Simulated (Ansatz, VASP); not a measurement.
## Cross-check of AgCl between VASP and Ansatz

Aim: how closely do two programs agree when they are given the same cell, functional and k mesh? The cell is taken from a series of runs on this material, whose earlier steps may have relaxed, scaled, displaced or heated it; both programs get it as it stands.

Method: plane waves, with VASP 6.6.1 beside it; relaxation of cell and atoms at PBE and zone-centre phonons at PBE, in Ansatz 0.2.0.

### Step 1. The starting structure

The structure is cubic, space group Fm-3m (No. 225). Conventional cell: a = 5.611 Å, b = 5.611 Å, c = 5.611 Å, α = 90.00°, β = 90.00°, γ = 90.00°. Nearest to Ag lie 6 Cl at 2.81 Å. Nearest to Cl lie 6 Ag at 2.81 Å. Farther neighbours and most contacts between anions are not listed.

Structure file:

```xyz
2
Lattice="0.0000 2.8054 2.8054 2.8054 0.0000 2.8054 2.8054 2.8054 0.0000" Properties=species:S:1:pos:R:3 pbc="T T T"
Ag    0.0000    0.0000    0.0000
Cl    2.8054    2.8054    2.8054
```

### Step 2. VASP: relaxation of cell and atoms, PBE

The relaxed volume is the usual yardstick between codes: in a stiff, nearly cubic crystal its relative difference is about their pressure difference at one cell divided by the bulk modulus.

Lines of VASP's logs that name or quote its potential files are left out, and so is its time.

Contents of INCAR:

```
SYSTEM = AgCl
PREC = Accurate
ENCUT = 500
EDIFF = 1E-07
NELM = 120
ISMEAR = 0
SIGMA = 0.01
LREAL = .FALSE.
ALGO = Normal
GGA = PE
NBANDS = 15
LASPH = .TRUE.
LORBIT = 11
LWAVE = .FALSE.
LCHARG = .FALSE.
ISIF = 3
IBRION = 2
NSW = 80
EDIFFG = -0.005
GGA_COMPAT = .FALSE.
NELMIN = 4
EFERMI = MIDGAP
KPAR = 2
```

Contents of POSCAR:

```
AgCl
1.0
    0.0000000000      2.8054300000      2.8054300000
    2.8054300000      0.0000000000      2.8054300000
    2.8054300000      2.8054300000      0.0000000000
Ag Cl
1 1
Direct
    0.0000000000      0.0000000000      0.0000000000
    0.5000000000      0.5000000000      0.5000000000
```

Contents of KPOINTS:

```
Automatic mesh
0
Gamma
8 8 8
0 0 0
```

PAW data sets: Ag and Cl (PBE family, release 64).

Command:

```console
$ mpirun -np 2 vasp_std
```

Numbers of over 12 decimals in the logs are rounded to 6 here.

What it wrote:

```text
[banner, memory and clock lines left out]
running    2 mpi-ranks, on    1 nodes
 distrk:  each k-point on    1 cores,    2 groups
 distr:  one band on    1 cores,    1 groups

 POSCAR found type information on POSCAR AgCl
 POSCAR found :  2 types and       2 ions
 LDA part: xc-table for (Slater+PW92), standard interpolation
 POSCAR, INCAR and KPOINTS ok, starting setup
 FFT: planning ... GRIDC
 FFT: planning ... GRID_SOFT
 FFT: planning ... GRID
 WAVECAR not read
 entering main loop
       N       E                     dE             d eps       ncg     rms          rms(c)
DAV:   1     0.986876840365E+02    0.98688E+02   -0.84868E+03   894   0.104E+03
DAV:   2    -0.179787312321E+01   -0.10049E+03   -0.93053E+02  1080   0.229E+02
DAV:   3    -0.556422701408E+01   -0.37664E+01   -0.37569E+01  1059   0.468E+01
DAV:   4    -0.559154539724E+01   -0.27318E-01   -0.27316E-01  1150   0.435E+00
DAV:   5    -0.559192712102E+01   -0.38172E-03   -0.38172E-03  1080   0.506E-01    0.559E+00
DAV:   6    -0.540570248470E+01    0.18622E+00   -0.27398E-01  1091   0.685E+00    0.364E+00
DAV:   7    -0.540169584999E+01    0.40066E-02   -0.97052E-02  1003   0.220E+00    0.189E+00
DAV:   8    -0.540107087499E+01    0.62498E-03   -0.51034E-03  1080   0.770E-01    0.295E-01
DAV:   9    -0.540114780687E+01   -0.76932E-04   -0.52112E-04  1122   0.314E-01    0.455E-02
DAV:  10    -0.540122301313E+01   -0.75206E-04   -0.12133E-04   989   0.100E-01    0.340E-02
DAV:  11    -0.540122682673E+01   -0.38136E-05   -0.41235E-06  1122   0.152E-02    0.302E-03
DAV:  12    -0.540122688221E+01   -0.55481E-07   -0.26775E-07  1045   0.522E-03
   1 F= -.54012269E+01 E0= -.54012269E+01  d E =-.540123E+01
 curvature:   0.00 expect dE= 0.000E+00 dE for cont linesearch  0.000E+00
 trial: gam= 0.00000 g(F)=  0.188E-62 g(S)=  0.631E-04 ort = 0.000E+00 (trialstep = 0.100E+01)
 search vector abs. value=  0.631E-04
 bond charge predicted
       N       E                     dE             d eps       ncg     rms          rms(c)
DAV:   1    -0.540209036913E+01   -0.86354E-03   -0.14170E-02   884   0.119E+00    0.196E-01
DAV:   2    -0.540131171640E+01    0.77865E-03   -0.19116E-03   898   0.489E-01    0.586E-02
DAV:   3    -0.540126224466E+01    0.49472E-04   -0.14688E-04  1066   0.935E-02    0.420E-02
DAV:   4    -0.540126247303E+01   -0.22837E-06   -0.47101E-06  1045   0.188E-02    0.137E-02
DAV:   5    -0.540126416238E+01   -0.16894E-05   -0.81466E-07  1010   0.130E-02    0.179E-03
DAV:   6    -0.540126425655E+01   -0.94171E-07   -0.24313E-07   842   0.543E-03
   2 F= -.54012643E+01 E0= -.54012643E+01  d E =-.373743E-04
 trial-energy change:   -0.000037  1 .order   -0.000039   -0.000063   -0.000014
 step:   1.3924(harm=  1.2966)  dis= 0.00000  next Energy=    -5.401267 (dE=-0.401E-04)
 reached required accuracy - stopping structural energy minimisation
```

From OUTCAR (step 2):

```text
ion  position               nearest neighbor table
   1  0.000  0.000  0.000-   2 2.81   2 2.81   2 2.81   2 2.81   2 2.81   2 2.81
   2  0.500  0.500  0.500-   1 2.81   1 2.81   1 2.81   1 2.81   1 2.81   1 2.81

  LATTYP: Found a face centered cubic cell.
 ALAT       =     5.6108600000

 Subroutine GETGRP returns: Found 48 space group operations
 (whereof 48 operations were pure point group operations)

The static configuration has the point symmetry O_h .

 Found     29 irreducible k-points:

   k-points           NKPTS =     29   k-points in BZ     NKDIM =     29   number of bands    NBANDS=     15

   dimension x,y,z NGX =    30 NGY =   30 NGZ =   30
   dimension x,y,z NGXF=    60 NGYF=   60 NGZF=   60

   ENCUT  =  500.0 eV  36.75 Ry    6.06 a.u.   7.23  7.23  7.23*2*pi/ulx,y,z

   NELECT =      18.0000    total number of electrons

 k-points in reciprocal lattice and weights: Automatic mesh
   0.00000000  0.00000000  0.00000000       0.002
   0.12500000  0.00000000  0.00000000       0.016
   0.25000000  0.00000000  0.00000000       0.016
   0.37500000  0.00000000  0.00000000       0.016
   0.50000000  0.00000000  0.00000000       0.008
   0.12500000  0.12500000  0.00000000       0.012
   0.25000000  0.12500000  0.00000000       0.047
   0.37500000  0.12500000  0.00000000       0.047
   0.50000000  0.12500000  0.00000000       0.047
[...]
-0.37500000  0.50000000  0.12500000       0.023
  -0.25000000  0.50000000  0.25000000       0.012

 average (electrostatic) potential at core
       1 -73.4362       2 -91.7544

 E-fermi :   3.8708

 k-point     1 :       0.0000    0.0000    0.0000
  band No.  band energies     occupation
    ...
      5       1.1377      2.00000
      6       1.1377      2.00000
      7       1.2223      2.00000
      8       1.2223      2.00000
      9       1.2223      2.00000
     10       4.3304      0.00000
     11      14.2792      0.00000
     12      14.2792      0.00000
     13      14.2792      0.00000
     14      15.8427      0.00000
    ...

 k-point     2 :       0.1250    0.0000    0.0000
  band No.  band energies     occupation
    ...
      5       1.1487      2.00000
      6       1.1487      2.00000
      7       1.3691      2.00000
      8       1.9395      2.00000
      9       1.9395      2.00000
     10       5.0223      0.00000
     11      12.9158      0.00000
     12      13.9252      0.00000
     13      13.9252      0.00000
     14      15.3918      0.00000
    ...

 k-point     3 :       0.2500    0.0000    0.0000
  band No.  band energies     occupation
    ...
      5       1.2644      2.00000
      6       1.2644      2.00000
      7       1.5090      2.00000
      8       2.6590      2.00000
      9       2.6590      2.00000
     10       6.3157      0.00000
     11      11.2336      0.00000
     12      12.6172      0.00000
     13      12.6172      0.00000
     14      15.6777      0.00000
    ...

  Total       -0.0067579     -0.0067579     -0.0067579      0.0000000      0.0000000      0.0000000
  in kB       -0.2457094     -0.2457094     -0.2457094      0.0000000      0.0000000      0.0000000
  external PRESSURE =      -0.2457094 kB  Pullay stress =       0.0000000 kB

  energy-cutoff  :      500.00
  volume of cell :       44.07
      direct lattice vectors                 reciprocal lattice vectors
     0.000000000  2.803430959  2.803430959    -0.178352885  0.178352885  0.178352885
     2.803430959  0.000000000  2.803430959     0.178352885 -0.178352885  0.178352885
     2.803430959  2.803430959  0.000000000     0.178352885  0.178352885 -0.178352885

 POSITION                                       TOTAL-FORCE (eV/Angst)
 -----------------------------------------------------------------------------------
      0.00000      2.80343      2.80343        -0.000000     -0.000000      0.000000
      2.80343      2.80343      2.80343         0.000000      0.000000     -0.000000
 -----------------------------------------------------------------------------------
    total drift:                                0.000000      0.000000      0.000000

  FREE ENERGIE OF THE ION-ELECTRON SYSTEM (eV)
  ---------------------------------------------------
  free  energy   TOTEN  =        -5.4012642566 eV

  energy  without entropy=       -5.4012642566  energy(sigma->0) =       -5.40126426

 reached required accuracy - stopping structural energy minimisation

 total charge
# of ion       s       p       d       tot
------------------------------------------
    1        0.190   0.128   9.372   9.691
    2        1.603   3.470   0.000   5.073
--------------------------------------------------
tot          1.793   3.599   9.372  14.764

[... 3 further parts left out ...]
```

CONTCAR:

```
AgCl
   1.00000000000000
     0.0000000000000000    2.8034309590077835    2.8034309590077835
     2.8034309590077835    0.0000000000000000    2.8034309590077835
     2.8034309590077835    2.8034309590077835    0.0000000000000000
  Ag              Cl
     1     1
Direct
     1.0000000000000000    0.0000000000000000    0.0000000000000000
     0.5000000000000000    0.5000000000000000    0.5000000000000000
```

### Step 3. Ansatz: relaxation of cell and atoms, PBE

Ansatz runs on norm-conserving files, of PseudoDojo where its log says so.

The same cell, functional and mesh now go to Ansatz, which takes its cutoff from its data sets.

Contents of input.yaml:

```yaml
crystal:
  lattice:
    - [0.0, 2.805430065, 2.805430065]
    - [2.805430065, 0.0, 2.805430065]
    - [2.805430065, 2.805430065, 0.0]
  atoms:
    - { symbol: Ag, position: [0.0, 0.0, 0.0] }
    - { symbol: Cl, position: [0.5, 0.5, 0.5] }
kpoints:
  mp_grid: { grid: [8, 8, 8] }
hamiltonian:
  xc: pbe
  pseudopotentials: { kind: nc, accuracy: standard }
scf:
  occupations: { method: fixed }
output:
  forces: true
  stress: true
  eigenvalues: true
relax:
  adjacent_minimum: "off"
  f_tol: 0.001
  max_steps: 60
  cell: { stress_tol: 0.01 }
```

Command:

```console
$ ansatz run input.yaml --threads 4 --pin off --max-ram 7168MiB --backend cpu --events-out ev --progress --plain --runs-dir out
```

What it wrote:

```text
Engine: ansatz 0.2.0, aarch64-unknown-linux-gnu
Pseudopotentials: kind: nc
Pseudopotential: Ag, nc, valence charge 19, recommended cutoff 1115.666836 eV (normal), Ag.nc.azcp (PseudoDojo's, or run here from an input of PseudoDojo's; its table is named by hamiltonian.pseudopotentials.accuracy)
Pseudopotential: Cl, nc, valence charge 7, recommended cutoff 789.130201 eV (normal), Cl.nc.azcp (PseudoDojo's, or run here from an input of PseudoDojo's; its table is named by hamiltonian.pseudopotentials.accuracy)
Functional definition: PBE
  parameter kappa = 0.804
  parameter beta = 0.066725
  exchange = pbe_x(kappa = kappa, mu = beta*pi^2/3)
  correlation = pbe_c(beta = beta)
Crystal: 2 atoms, lattice volume = 44.160 Å³
Basis set: ecut = 1115.666836 eV, 3719 PW (Γ), exchange–correlation on 90×90×90 points (8 copies of the dense FFT grid, shifted against one another)
Bands: 17, of which v1, the nominal top of the filled ones, is band 13 counted from 1 (12 counted from 0)
Symmetry: 48 space group operations
Space group: Fm-3m (ITA 225), of the structure as read, at distance tolerance 3.5e-5 Å
k-points: 29 of 512
Non-local potential: Ag, projectors of the file, l = 0: 2, l = 1: 2, l = 2: 2
Non-local potential: Cl, projectors of the file, l = 0: 2, l = 1: 2, l = 2: 2
Initial density: superposition of atomic densities (chi_scale 0.1, normalization cell, long waves kept (reshape's long-wave potential 0.00 eV rms))
Initial wavefunctions: pseudopotential atomic-orbital guess
Functional: x = pbe(κ = 0.804, μ = 0.219515), c = pbe(β = 0.066725)
SCF iter   1: F=—  HF=-4666.060175 eV  |F-HF|=—  |Δ(HF+E_count)|=         —  Δρ=6.67e-2  dr2=2.18e0  ethr=3.10e-3  ⟨swp⟩=5.3  Hψ=2264  notcnv=0  defer=41
preconditioner: auto → none  [insulator: Δε(μ)=1.052 eV  Ē_g=11.411 eV  n_scr=14 (ndim 8)  ℏωp=23.7 eV  f_vac=0.016  ε∞_Penn≈5.3]
SCF iter   2: F=—  HF=-4665.502837 eV  |F-HF|=—  |Δ(HF+E_count)|=   5.57e-1  Δρ=3.48e-2  dr2=4.80e-1  ethr=3.10e-3  ⟨swp⟩=3.8  Hψ=1380  notcnv=0  defer=22
SCF iter   3: F=—  HF=-4665.360243 eV  |F-HF|=—  |Δ(HF+E_count)|=   1.43e-1  Δρ=5.51e-3  dr2=6.26e-3  ethr=1.85e-3  ⟨swp⟩=3.2  Hψ=1037  notcnv=0  defer=52
SCF iter   4: F=—  HF=-4665.361095 eV  |F-HF|=—  |Δ(HF+E_count)|=   8.52e-4  Δρ=2.61e-3  dr2=2.69e-3  ethr=2.41e-5  ⟨swp⟩=2.4  Hψ=889  notcnv=0  defer=55
SCF iter   5: F=—  HF=-4665.360304 eV  |F-HF|=—  |Δ(HF+E_count)|=   7.91e-4  Δρ=7.31e-4  dr2=2.52e-4  ethr=1.04e-5  ⟨swp⟩=2.4  Hψ=813  notcnv=0  defer=55
SCF iter   6: F=—  HF=-4665.360201 eV  |F-HF|=—  |Δ(HF+E_count)|=   1.03e-4  Δρ=1.18e-4  dr2=4.81e-6  ethr=9.70e-7  ⟨swp⟩=2.1  Hψ=759  notcnv=0  defer=54
SCF iter   7: F=—  HF=-4665.360331 eV  |F-HF|=—  |Δ(HF+E_count)|=   1.30e-4  Δρ=8.52e-6  dr2=2.32e-8  ethr=3.85e-10  ⟨swp⟩=7.7  Hψ=3708  notcnv=0
SCF iter   8: F=-4665.360331 eV  HF=-4665.360331 eV  |F-HF|=2.00e-11  |Δ(HF+E_count)|=   2.46e-8  Δρ=1.35e-6  dr2=6.06e-10  ethr=8.91e-11  ⟨swp⟩=3.2  Hψ=2001  notcnv=0
SCF 1 converged in 8 iterations: F = -4665.360331 eV  dr2 = 6.06e-10
relax step   1: F+E_penalty+E_count = -4665.36033077 eV  Δ(F+E_penalty+E_count) = +0.000e0 eV  max|allowed force component| = 1.269e-29 eV/Å  Δτ_max = 0.0000 Å  P = +0.003 GPa  Ω = 44.160 Å³  (8 SCF iters, dr2 threshold 1.00e-7 eV, accepted)
Initial density: handed on by an earlier stage of this run
Initial wavefunctions: pseudopotential atomic-orbital guess (no wavefunctions were taken with the density)
iter 1 solved again at ethr=1.15e-7 eV; its pass at ethr=3.10e-3 eV (dr2=2.98e-5 eV) is discarded
SCF iter   1: F=—  HF=-4665.360216 eV  |F-HF|=—  |Δ(HF+E_count)|=         —  Δρ=1.93e-6  dr2=6.54e-10  ethr=1.15e-7  ⟨swp⟩=4.3  Hψ=4159  notcnv=0  defer=55
eigensolver tolerance schedule: the retry pair's looser diagonalisation over-reported the residual by 45629.15 of it (diagonalisation noise at an unbounded share of the residual, at the tolerance the schedule requests for it); recorded, not acted on — ethr = c·dr2/N_el stays at c = 1.0e-1
preconditioner: auto → none  [insulator: Δε(μ)=0.924 eV  Ē_g=10.788 eV  n_scr=14 (ndim 8)  ℏωp=23.7 eV  f_vac=0.039  ε∞_Penn≈5.8]
SCF iter   2: F=—  HF=-4665.360331 eV  |F-HF|=—  |Δ(HF+E_count)|=   1.14e-4  Δρ=1.34e-6  dr2=8.03e-10  ethr=2.51e-12  ⟨swp⟩=4.2  Hψ=1510  notcnv=0  defer=44
SCF iter   3: F=—  HF=-4665.360331 eV  |F-HF|=—  |Δ(HF+E_count)|=  1.76e-10  Δρ=3.59e-7  dr2=5.31e-11  ethr=2.51e-12  ⟨swp⟩=2.6  Hψ=774  notcnv=0  defer=44
SCF iter   4: F=—  HF=-4665.360331 eV  |F-HF|=—  |Δ(HF+E_count)|=  6.37e-11  Δρ=2.79e-7  dr2=2.78e-11  ethr=2.04e-13 (applied; sched 1.00e-12)  ⟨swp⟩=2.0  Hψ=766  notcnv=0  defer=44
SCF iter   5: F=—  HF=-4665.360331 eV  |F-HF|=—  |Δ(HF+E_count)|=  6.37e-12  Δρ=4.56e-8  dr2=1.32e-12  ethr=1.07e-13 (applied; sched 1.00e-12)  ⟨swp⟩=2.7  Hψ=819  notcnv=0  defer=44
SCF iter   6: F=-4665.360331 eV  HF=-4665.360331 eV  |F-HF|=1.82e-12  |Δ(HF+E_count)|=    0.00e0  Δρ=1.75e-8  dr2=7.49e-14  ethr=1.00e-12  ⟨swp⟩=10.9  Hψ=3272  notcnv=0
SCF 2 converged in 6 iterations: F = -4665.360331 eV  dr2 = 7.49e-14
relax step   2: F+E_penalty+E_count = -4665.36033077 eV  Δ(F+E_penalty+E_count) = -1.719e-10 eV  max|allowed force component| = 9.565e-30 eV/Å  Δτ_max = 0.0000 Å  P = +0.003 GPa  Ω = 44.160 Å³  stress off target by 2.71e-3 GPa  SCF on the basis re-selected at this cell (its energy is not comparable with the rows above)  (6 SCF iters)
basis re-selected at this cell: Δ(F+E_penalty+E_count) = -1.719e-10 eV, ΔP = -0.000 GPa vs the last step (what re-selecting the basis moved, of the pressure what is left beyond the Pulay correction that the steps carried, after the strain that the cell walked since its last selection, with what the two solves' SCF thresholds leave and, on support functions, any second-order correction that the steps lacked; it is no  [...]
SCF converged after 6 iterations
Free energy (F): -4665.360331 eV
Harris-Foulkes:  -4665.360331 eV  (|F-HF|=1.82e-12)
Internal energy: -4665.360331 eV  (E = F + TS)
E sigma→0 (E₀):  -4665.360331 eV
Fermi energy:    7.559852 eV
--- Per-component energies (eV) ---
  E_band       = -369.445412
  E_kinetic    = 1603.170512
  E_local      = -4131.176722  (includes V_loc(G=0)·N_el)
  E_nonlocal   = 5.127820
  E_hartree    = 1394.295080
  E_xc         = -752.678985
  E_vxc        = -635.157199  (∫ρ·V_xc dr)
  E_ewald      = -2784.098036
  E_smearing   = -0.000000  (= −TS)
  E_closure    = 0.000000  (closes the sum)
  Σ components = -4665.360331   (vs F -4665.360331, Δ=0.00e0)
--- Forces (eV/Å), atoms counted from 1 ---
  atom   1  Ag    -0.00000000     0.00000000    -0.00000000
  atom   2  Cl     0.00000000    -0.00000000     0.00000000
  max |Σ_I F_I| component: 1.66e-29 eV/Å
--- Stress (GPa, compression-positive) ---
        0.002715      -0.000000       0.000000
       -0.000000       0.002715       0.000000
       -0.000000       0.000000       0.002715
  P = ⅓ Tr σ = 0.0027 GPa (0.027 kbar)
--- Band table (eV; the first three rows and the last of 29) ---
  k-point 0: bands = [... 9 lower, 5.2935, 5.3866, 5.3866, 5.3866, 8.4839, 18.2829, 18.2829, 18.2829]
  k-point 1: bands = [... 9 lower, 5.3038, 5.5254, 6.0965, 6.0965, 9.1747, 17.0012, 17.9663, 17.9663]
  k-point 2: bands = [... 9 lower, 5.4186, 5.6634, 6.8122, 6.8122, 10.4659, 15.3564, 16.6977, 16.6977]
  k-point 28: bands = [... 9 lower, 5.6759, 5.6875, 5.6983, 6.4596, 11.7082, 15.4245, 15.4245, 15.5294]
--- Relaxed structure (1 steps of the walk, 1 accepted, 1 SCFs on fresh bases) ---
  F+E_penalty+E_count = -4665.36033077 eV   max|allowed force component| = 9.565e-30 eV/Å   (the final SCF, on the basis selected at the relaxed cell)
  cell:  # Å, volume = 44.1599 Å³
    - [0.0, 2.805430065, 2.805430065]
    - [2.805430065, 0.0, 2.805430065]
    - [2.805430065, 2.805430065, 0.0]
  atoms:
    - { symbol: Ag, position: [0.0, 0.0, 0.0] }
    - { symbol: Cl, position: [0.5, 0.5, 0.5] }
```

Reading the cycles: dr2 is the Hartree energy of the density residual (eV), the measure of convergence; HF is the Harris–Foulkes estimate of the energy, which meets the free energy F at convergence.

### Step 4. Side by side

Known differences besides the potentials themselves: fixed occupations in Ansatz, narrow Gaussian smearing in VASP; the data sets hold 26 valence electrons in Ansatz (on norm-conserving files, of PseudoDojo where its log says so) and 18 in VASP; the cutoff is 1115.67 eV in Ansatz and 500 eV in VASP; Ansatz adds a Pulay correction to the stress that steers its cell, VASP none. Total energies have different zeros and are not compared.

Compared:

```csv
quantity,Ansatz,VASP,difference
volume (Å³),44.16,44.07,+0.21 %
"edge a after relaxation, in the typed setting (Å)",3.967,3.965,+0.07 %
```

[end of part 1 of 2]

[Lines on the potential files, build, host, timing and source positions are cut from VASP's logs without a mark.]

[Logs are printed without paths, hosts, clocks, repeated set-up lines and the standing remarks that a program may print on its own settings, such as how far it seeks lower states.]

[Hosts, paths, dates, database ids (printed as entryN), source tags and the programs' standing remarks are cut or masked in the printed files.]
